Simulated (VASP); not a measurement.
```
PbTe
1.0
    4.42150     0.00000     0.00000
   -2.21075     3.82913     0.00000
    0.00000     0.00000     4.18275
Pb Te
1 1
Direct
  0.00000   0.00000   0.00000
  0.66667   0.33333   0.50000
```

These are r2SCAN meta-GGA, VASP's PBE PAW potentials (set 64) (plane waves; VASP 6.6.1) values and carry that method's errors. Run with 400 eV cut-off, 11×11×10 Γ-centred mesh, tetrahedra with Blöchl corrections, potentials Pb_d Te.

Give the energies of bands 7 to 13 at the high-symmetry points, in eV from the Fermi level.

| band | Γ | M | K | A | L | H |
|---|---|---|---|---|---|---|
| 7 | -6.16 | -8.45 | -8.68 | -9.04 | -7.92 | -7.73 |
| 8 | -1.89 | -2.25 | -3.72 | -0.22 | -3.75 | -3.80 |
| 9 | -1.07 | -1.61 | -0.29 | -0.22 | -3.74 | -3.59 |
| 10 | -1.07 | -0.56 | 0.33 | 0.16 | -0.76 | -1.94 |
| 11 | 3.02 | 2.25 | 2.01 | 1.64 | 1.54 | -0.37 |
| 12 | 3.02 | 2.87 | 2.59 | 2.78 | 2.87 | 5.02 |
| 13 | 4.77 | 4.94 | 4.08 | 2.78 | 2.94 | 5.99 |

It has no gap at this level: it comes out as a metal or semimetal.

The structure was generated: TePb was put into the WC type (P-6m2), which need not be its known phase. It was relaxed first, which changed the volume by +14 %.
